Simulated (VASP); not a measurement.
Consider the following.

```xyz
4
Lattice="4.8430 0.0000 0.0000 -2.4215 4.1942 0.0000 0.0000 0.0000 6.0232" Properties=species:S:1:pos:R:3 pbc="T T T"
Ga     0.0000     2.7961     1.5058
Ga     2.4215     1.3981     4.5174
Bi     2.4215     1.3981     1.5058
Bi     0.0000     2.7961     4.5174
```

These are PBEsol GGA, VASP's PBE PAW potentials (set 64) (plane waves; VASP) values and carry that method's errors. Numerical set-up: 400 eV cut-off, 8×8×6 Γ-centred mesh, tetrahedra with Blöchl corrections, potentials Ga_d Bi_d.

Without a dispersion term in the relaxation, distances and binding between the weakly bound layers, chains or molecules are unreliable, and so is what depends on them.  Unless said otherwise, spin-orbit coupling is left out, though it shifts the bands of the heavy elements here.

**Question.** What does the run give for the energy per atom (σ→0), band gap (on the k-mesh) with the smallest direct gap where there is one?

**Answer.** 
```
Item                                                        Result
------------------------  ----------------------------------------
band gap (on the k-mesh)  none (metal, semimetal or under 0.01 eV)
energy per atom (σ→0)                               -3.614 eV/atom
```

Only differences to runs with the same potentials and settings are physical.

The structure was generated: GaBi was put into the layered h-BN type type (P6_3/mmc), which need not be its known phase. It was relaxed first, which changed the volume by -41 %.
